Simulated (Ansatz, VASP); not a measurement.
# Al2Si2As4WSeS (Al2SSe under WSi2As4, AA') in two plane-wave programs

Aim: how closely do two programs agree when they are given the same cell, functional and k mesh? The cell is taken from a series of runs on this material, whose earlier steps may have relaxed, scaled, displaced or heated it; both programs get it as it stands.

Program: Ansatz 0.2.0. Level of theory: plane waves, with VASP 6.6.1 beside it; single point at PBE with D3(BJ). Results are calculated unless marked as measured.

### 1. The starting structure

The cell holds 11 atoms: 1 Se, 2 Al, 1 S, 4 As, 2 Si and 1 W. Its edges and angles: a = 3.585 Å, b = 3.585 Å, c = 36.512 Å, α = 90.0°, β = 90.0°, γ = 120.0°. Vacuum lies along c.

As a file:

```xyz
11
Lattice="3.5845 0.0000 0.0000 -1.7923 3.1043 0.0000 0.0000 0.0000 36.5117" Properties=species:S:1:pos:R:3
Se    0.0000    2.0695    9.0000
Al    3.5845    0.0000   10.2435
Al    3.5845    0.0000   12.8138
S     0.0000    2.0695   13.8696
As    0.0000    2.0695   17.5946
As    3.5845    0.0000   21.0582
As    3.5845    0.0000   24.0468
As    0.0000    2.0695   27.5117
Si    3.5845    0.0000   18.7137
Si    3.5845    0.0000   26.3921
W     0.0000    2.0695   22.5525
```

### 2. VASP: single point, PBE with D3(BJ)

A single point gives forces, pressure and levels at one fixed geometry, so differences don't come from the geometry; what else differs is listed under the comparison.

Lines of VASP's logs that name or quote its potential files are left out, and so is its time.

The input, INCAR:

```
SYSTEM = Al2Si2As4WSeS
PREC = Accurate
ENCUT = 520
EDIFF = 1E-06
NELM = 120
ISMEAR = -1
SIGMA = 0.02585
LREAL = .FALSE.
ALGO = Normal
GGA = PE
IVDW = 12
NBANDS = 37
LASPH = .TRUE.
LORBIT = 11
LWAVE = .FALSE.
LCHARG = .FALSE.
ISIF = 2
LDIPOL = .TRUE.
IDIPOL = 3
DIPOL = 0.5 0.5 0.512
LVHAR = .TRUE.
GGA_COMPAT = .FALSE.
EFERMI = MIDGAP
NELMDL = -8
KPAR = 2
```

The input, POSCAR:

```
Al2Si2As4WSeS
1.0
    3.5845234335      0.0000000000      0.0000000000
   -1.7922617168      3.1042883539      0.0000000000
    0.0000000000      0.0000000000     36.5116777830
Se Al S As Si W
1 2 1 4 2 1
Direct
    0.3333333333      0.6666666667      0.2464964786
    1.0000000000      0.0000000000      0.2805552744
    1.0000000000      0.0000000000      0.3509515034
    0.3333333333      0.6666666667      0.3798686576
    0.3333333333      0.6666666667      0.4818894310
    1.0000000000      0.0000000000      0.5767533402
    1.0000000000      0.0000000000      0.6586046457
    0.3333333333      0.6666666667      0.7535035214
    1.0000000000      0.0000000000      0.5125410195
    1.0000000000      0.0000000000      0.7228410305
    0.3333333333      0.6666666667      0.6176798191
```

The input, KPOINTS:

```
Automatic mesh
0
Gamma
18 18 1
0 0 0
```

Potentials, in the order of the species: Se, Al, S, As, Si and W (PBE family, release 64).

The run is started by

```
$ mpirun -np 2 vasp_std
```

Numbers of over 12 decimals in the logs are rounded to 6 here.

The log of the run:

```text
[banner, memory and clock lines left out]
running    2 mpi-ranks, on    1 nodes
 distrk:  each k-point on    1 cores,    2 groups
 distr:  one band on    1 cores,    1 groups

 POSCAR found type information on POSCAR SeAlS AsSiW
 POSCAR found :  6 types and      11 ions
 LDA part: xc-table for (Slater+PW92), standard interpolation
 POSCAR, INCAR and KPOINTS ok, starting setup
 FFT: planning ... GRIDC
 FFT: planning ... GRID_SOFT
 FFT: planning ... GRID
 WAVECAR not read
 entering main loop
       N       E                     dE             d eps       ncg     rms          rms(c)
DAV:   1     0.285909928647E+03    0.28591E+03   -0.18740E+04  2738   0.110E+03
DAV:   2    -0.285315465001E+02   -0.31444E+03   -0.30271E+03  3830   0.197E+02
DAV:   3    -0.613735477467E+02   -0.32842E+02   -0.32426E+02  3341   0.659E+01
DAV:   4    -0.626610552422E+02   -0.12875E+01   -0.12803E+01  3852   0.144E+01
DAV:   5    -0.627041107592E+02   -0.43056E-01   -0.43027E-01  3717   0.260E+00
DAV:   6    -0.627059816935E+02   -0.18709E-02   -0.18706E-02  4244   0.526E-01
DAV:   7    -0.627060363229E+02   -0.54629E-04   -0.54626E-04  3904   0.788E-02
DAV:   8    -0.627060376145E+02   -0.12917E-05   -0.12916E-05  3716   0.108E-02    0.214E+01
DAV:   9    -0.613349466728E+02    0.13711E+01   -0.53253E+00  3879   0.750E+00    0.886E+00
DAV:  10    -0.611057274610E+02    0.22922E+00   -0.25590E+00  3967   0.717E+00    0.582E+00
DAV:  11    -0.609530644800E+02    0.15266E+00   -0.83699E-01  3737   0.392E+00    0.775E-01
DAV:  12    -0.609541711940E+02   -0.11067E-02   -0.87522E-02  3334   0.136E+00    0.405E-01
DAV:  13    -0.609543074266E+02   -0.13623E-03   -0.92425E-03  3759   0.410E-01    0.233E-01
DAV:  14    -0.609543078268E+02   -0.40025E-06   -0.19607E-03  3371   0.178E-01    0.131E-01
[...]
DAV:  21    -0.609547420940E+02   -0.30553E-04   -0.27918E-06  3076   0.758E-03    0.349E-03
DAV:  22    -0.609547619801E+02   -0.19886E-04   -0.12419E-06  2511   0.403E-03    0.201E-03
DAV:  23    -0.609547789793E+02   -0.16999E-04   -0.88697E-07  2441   0.299E-03    0.105E-03
DAV:  24    -0.609547850982E+02   -0.61189E-05   -0.19866E-07  2285   0.155E-03    0.506E-04
DAV:  25    -0.609547889341E+02   -0.38359E-05   -0.22123E-07  2300   0.140E-03    0.405E-04
DAV:  26    -0.609547925832E+02   -0.36491E-05   -0.10757E-07  2091   0.916E-04    0.297E-04
DAV:  27    -0.609547939909E+02   -0.14077E-05   -0.36406E-08  1949   0.492E-04    0.134E-04
DAV:  28    -0.609547949872E+02   -0.99632E-06   -0.21200E-08  1941   0.323E-04
   1 F= -.64537307E+02 E0= -.64537307E+02  d E =-.167282E-07
```

OUTCAR, selected parts (step 2):

```text
ion  position               nearest neighbor table
   1  0.333  0.667  0.246-   2 2.41   2 2.41   2 2.41
   2  0.000  0.000  0.281-   1 2.41   1 2.41   1 2.41   3 2.57
   3  0.000  0.000  0.351-   4 2.32   4 2.32   4 2.32   2 2.57
   4  0.333  0.667  0.380-   3 2.32   3 2.32   3 2.32
   5  0.333  0.667  0.482-   9 2.35   9 2.35   9 2.35
   6  0.000  0.000  0.577-   9 2.34  11 2.55  11 2.55  11 2.55
   7  0.000  0.000  0.659-  10 2.35  11 2.55  11 2.55  11 2.55
   8  0.333  0.667  0.754-  10 2.35  10 2.35  10 2.35
   9  0.000  0.000  0.513-   6 2.34   5 2.35   5 2.35   5 2.35
  10  0.000  0.000  0.723-   7 2.35   8 2.35   8 2.35   8 2.35
  11  0.333  0.667  0.618-   7 2.55   7 2.55   7 2.55   6 2.55   6 2.55   6 2.55

  LATTYP: Found a hexagonal cell.
 ALAT       =     3.5845234335
 C/A-ratio  =    10.1859224693

 Subroutine GETGRP returns: Found  6 space group operations
 (whereof  6 operations were pure point group operations)

The static configuration has the point symmetry C_3v.

 Found     37 irreducible k-points:

   k-points           NKPTS =     37   k-points in BZ     NKDIM =     37   number of bands    NBANDS=     37

   dimension x,y,z NGX =    28 NGY =   28 NGZ =  280
   dimension x,y,z NGXF=    56 NGYF=   56 NGZF=  560

   ENCUT  =  520.0 eV  38.22 Ry    6.18 a.u.   6.66  6.66 67.89*2*pi/ulx,y,z

   NELECT =      52.0000    total number of electrons

 k-points in reciprocal lattice and weights: Automatic mesh
   0.00000000  0.00000000  0.00000000       0.003
   0.05555556  0.00000000  0.00000000       0.019
   0.11111111  0.00000000  0.00000000       0.019
   0.16666667  0.00000000  0.00000000       0.019
   0.22222222  0.00000000  0.00000000       0.019
   0.27777778  0.00000000  0.00000000       0.019
   0.33333333  0.00000000  0.00000000       0.019
   0.38888889  0.00000000  0.00000000       0.019
   0.44444444  0.00000000  0.00000000       0.019
[...]
0.33333333  0.27777778  0.00000000       0.037
   0.33333333  0.33333333  0.00000000       0.006

 dipolmoment           0.000000      0.000000      0.007714 electrons x Angstroem

 average (electrostatic) potential at core
       1 -57.5506       2 -79.8569       3 -80.2047       4 -91.2717       5 -53.5163
       6 -53.4363       7 -53.4378       8 -53.4997       9 -88.9979      10 -88.9839
      11 -44.6616

 E-fermi :   1.2255

 k-point     1 :       0.0000    0.0000    0.0000
  band No.  band energies     occupation
    ...
     22       0.2449      2.00000
     23       0.2449      2.00000
     24       0.3305      2.00000
     25       0.3305      2.00000
     26       0.7058      2.00000
     27       3.0663      0.00000
     28       3.4961      0.00000
     29       3.5392      0.00000
     30       3.6407      0.00000
     31       3.6407      0.00000
    ...

 k-point     2 :       0.0556    0.0000    0.0000
  band No.  band energies     occupation
    ...
     22      -0.1587      2.00000
     23       0.1075      2.00000
     24       0.1514      2.00000
     25       0.2451      2.00000
     26       0.7206      2.00000
     27       3.2338      0.00000
     28       3.4727      0.00000
     29       3.5880      0.00000
     30       3.7320      0.00000
     31       3.8701      0.00000
    ...

 k-point     3 :       0.1111    0.0000    0.0000
  band No.  band energies     occupation
    ...
     22      -0.4609      2.00000
     23      -0.0867      2.00000
     24      -0.0006      2.00000
     25       0.0273      2.00000
     26       0.6701      2.00000
     27       3.1533      0.00000
     28       3.1967      0.00000
     29       3.6560      0.00000
     30       3.9120      0.00000
     31       3.9580      0.00000
    ...

 Edisp (eV)   -3.58251

  Total      -0.02932    -0.02932     0.11270     0.00000     0.00000    -0.00000
  in kB      -0.11561    -0.11561     0.44445     0.00000     0.00000    -0.00000
  external pressure =        0.07 kB  Pullay stress =        0.00 kB

  energy-cutoff  :      520.00
  volume of cell :      406.28
      direct lattice vectors                 reciprocal lattice vectors
     3.584523433  0.000000000  0.000000000     0.278977113  0.161067511  0.000000000
    -1.792261717  3.104288354  0.000000000     0.000000000  0.322135023  0.000000000
     0.000000000  0.000000000 36.511677783     0.000000000  0.000000000  0.027388498

 POSITION                                       TOTAL-FORCE (eV/Angst)
 -----------------------------------------------------------------------------------
     -0.00000      2.06953      9.00000         0.000000     -0.000000     -0.008431
      0.00000      0.00000     10.24354        -0.000000      0.000000      0.009928
      0.00000      0.00000     12.81383        -0.000000      0.000000      0.012149
     -0.00000      2.06953     13.86964        -0.000000      0.000000     -0.014281
     -0.00000      2.06953     17.59459         0.000000     -0.000000     -0.054313
      0.00000      0.00000     21.05823        -0.000000     -0.000000      0.072573
      0.00000      0.00000     24.04676        -0.000000      0.000000     -0.072478
     -0.00000      2.06953     27.51168        -0.000000      0.000000      0.054540
      0.00000      0.00000     18.71373        -0.000000      0.000000      0.022149
      0.00000      0.00000     26.39214         0.000000     -0.000000     -0.022028
     -0.00000      2.06953     22.55253        -0.000000      0.000000      0.000192
 -----------------------------------------------------------------------------------
    total drift:                                0.000000     -0.000000     -0.000200

  FREE ENERGIE OF THE ION-ELECTRON SYSTEM (eV)
  ---------------------------------------------------
  free  energy   TOTEN  =       -64.5373069779 eV

  energy  without entropy=      -64.5373069612  energy(sigma->0) =      -64.53730697

 vacuum level on the upper side and lower side of the slab         5.710         5.585

 total charge
# of ion       s       p       d       tot
------------------------------------------
    1        1.462   2.446   0.035   3.942
    2        0.414   0.371   0.000   0.785
    3        0.403   0.360   0.000   0.763
    4        1.336   2.441   0.000   3.777
    5        1.260   1.536   0.048   2.843
    6        1.200   1.593   0.069   2.862
    7        1.199   1.593   0.069   2.861
    8        1.258   1.536   0.047   2.841
    9        0.760   0.874   0.000   1.634
   10        0.760   0.874   0.000   1.634
   11        0.530   0.547   4.178   5.255
--------------------------------------------------
tot         10.580  14.171   4.446  29.197

[... 3 further parts left out ...]
```

(Part 1 of 2 ends here.)

[Lines on the potential files, build, host, timing and source positions are cut from VASP's logs without a mark.]

[Logs are printed without paths, hosts, clocks, repeated set-up lines and the standing remarks that a program may print on its own settings, such as how far it seeks lower states.]

[Hosts, paths, dates, database ids (printed as entryN), source tags and the programs' standing remarks are cut or masked in the printed files.]
